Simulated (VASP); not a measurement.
Wanted: the native input for a VASP 6.6.1 run.

```yaml
Task: single point
Functional: HSE06
Potentials_or_basis: VASP PAW PBE potentials, release 64 (Cu, C)
Cutoff: 450 eV
k_mesh: 2 × 2 × 2
Occupations: gaussian, width 0.03 eV
Spin: collinear spin, ferromagnetic start
Starting_moments: "[3.0, 0.0, 0.0, 0.0, 0.0, 0.0, 0.0, 0.0, 0.0, 0.0, 0.0, 0.0, 0.0, 0.0, 0.0, 0.0, 0.0, 0.0, 0.0, 0.0, 0.0, 0.0, 0.0, 0.0] μB"
Fixed_moment: 3 μB
Dq: 0
Grid_for_exact_exchange_PRECFOCK: Fast
Screening_parameter: 0.2 1/A
Further_INCAR_settings: LREAL = Auto; ALGO = Damped; EDIFF = 0.0001; ISYM = -1
```

Crystal: CuC23 (a cell with a defect).

```xyz
24
Lattice="0.0000 5.3503 5.3503 3.5669 0.0000 3.5669 3.5669 3.5669 0.0000" Properties=species:S:1:pos:R:3 pbc="T T T"
Cu    0.0382    5.3120    5.3110
C     1.7802    1.7945    0.0177
C     1.7807    0.0226    1.7902
C     3.5517    1.7979    1.7944
C     0.0215    1.7918    1.7877
C     5.3274    3.5742    5.3731
C     1.7612    1.8096    3.5707
C     3.5741    3.5729    3.5688
C     7.1280    7.1347    7.1301
C     1.8163    5.3485    3.5438
C     1.8164    3.5486    5.3439
C     3.5670    5.3598    5.3553
C     0.9841    1.0012    0.9968
C     2.5589    2.6030    1.0099
C     2.5606    1.0125    2.6004
C     4.4562    2.6890    2.6842
C     0.8499    2.6994    2.6958
C     2.7034    4.4637    2.6554
C     2.7036    2.6598    4.4598
C     4.4545    4.4675    4.4635
C     1.0614    4.3096    4.3047
C     2.6776    6.2508    4.4705
C     2.6776    4.4753    6.2462
C     4.4596    6.2455    6.2409
```

These files were run (other wordings do the same):

POSCAR

```
CuC23                                   
1.0
    0.0000000000      5.3503200000      5.3503200000
    3.5668800000      0.0000000000      3.5668800000
    3.5668800000      3.5668800000      0.0000000000
  Cu              C             
     1    23
Direct
     0.9891749490426134    0.0052091512536081    0.0054988447280119
     0.0029833938042725    0.0004793177971766    0.4986144325602015
     0.0030015768242495    0.4974039034356876    0.0018205757770853
     0.0038018294796008    0.4973758251577220    0.4983619859358297
     0.3325028267884217    0.0024397373003014    0.0035789567684408
     0.3382852002068796    0.9989541686812496    0.4946311073001776
     0.3382167926508654    0.4937469691118515    0.0000188991123135
     0.3334055189565009    0.5004304555073145    0.5015859143022854
     0.6669475065027305    0.9985590306757702    0.9998292278683700
     0.6612632097800928    0.0016231510021443    0.5076013228733718
     0.6612797851069758    0.5062738450434873    0.0029584116472518
     0.6679956482958720    0.4993898586836265    0.5006521836551162
     0.0947462908123754    0.1373276683037249    0.1385759037547215
     0.0984962101536573    0.1353810731281372    0.5820148048432495
     0.0983352020918146    0.5815419593676894    0.1363484174090810
     0.0856986152007730    0.6239943290718488    0.6253218106889851
     0.4247719511482543    0.1186351899916196    0.1196288881515760
     0.4126602323489508    0.1254810149101218    0.6324452504321406
     0.4126845905428448    0.6313086280815602    0.1266770749158437
     0.4183487154567493    0.6238590820616761    0.6249845809179163
     0.7058362312015017    0.1481026222974404    0.1494633762535585
     0.7517038405515087    0.1257886959868203    0.6249047526141768
     0.7517233941898036    0.6235922682750099    0.1271054689868618
     0.7501194888627183    0.6245020548744306    0.6257768085034408
```

INCAR.step1

```
PREC = Accurate
ENCUT = 450
EDIFF = 1E-5
ISMEAR = 0
SIGMA = 0.03
LREAL = Auto
LASPH = True
NELM = 70
ALGO = Normal
ISIF = 2
LWAVE = True
LCHARG = False
ISPIN = 2
MAGMOM = 3 0 0 0 0 0 0 0 0 0 0 0 0 0 0 0 0 0 0 0 0 0 0 0
LORBIT = 11
NUPDOWN = 3
LMAXMIX = 4
ISYM = -1
TIME = 0.4
NKRED = 2
GGA = PE
KPAR = 2
```

INCAR.step2

```
PREC = Accurate
ENCUT = 450
EDIFF = 1E-4
ISMEAR = 0
SIGMA = 0.03
LREAL = Auto
LASPH = True
NELM = 70
ALGO = Damped
ISIF = 2
LWAVE = False
LCHARG = False
ISPIN = 2
MAGMOM = 3 0 0 0 0 0 0 0 0 0 0 0 0 0 0 0 0 0 0 0 0 0 0 0
LORBIT = 11
NUPDOWN = 3
LMAXMIX = 4
GGA = PE
LHFCALC = True
HFSCREEN = 0.2
PRECFOCK = Fast
ISYM = -1
TIME = 0.4
NKRED = 2
ISTART = 1
KPAR = 2
```

KPOINTS

```
regular mesh
0
Gamma
  2 2 2
```

Potentials or basis: VASP PAW PBE potentials, release 64 (Cu, C).

Launch:

```console
$ cat potpaw_PBE.64/Cu/POTCAR potpaw_PBE.64/C/POTCAR > POTCAR
$ cp INCAR.step1 INCAR
$ mpirun -np 4 vasp_std > vasp.out
$ cp INCAR.step2 INCAR
$ mpirun -np 4 vasp_std > vasp.out
```

It gave:

```
Largest force                                         : 0.499 eV/Å
Net moment                                            : 3.00 μB per cell
Site moments                                          : Cu +0.94; C -0.00, +0.01, -0.01, +0.00, +0.31, +0.03, +0.10, +0.04, +0.02, +0.29 μB
Valence electrons inside the program's atomic spheres : Cu 11.06; C 2.61, 2.59, 2.63, 2.60, 2.62, 2.70, 2.68, 2.57, 2.58, 2.67, 2.56
```

Caveat: the k mesh is coarse (spacing up to 0.76 Å⁻¹), so the values aren't converged, least of all with exact exchange; the PAW data sets were made with another functional, which shifts forces and pressure a little; the total moment is fixed, so each spin has its own Fermi level.

Run time: 5.4 min on 4 MPI ranks on Intel(R) Xeon(R) Platinum 8488C (Sapphire Rapids), on a shared host, peak memory 0.42 GiB a rank.
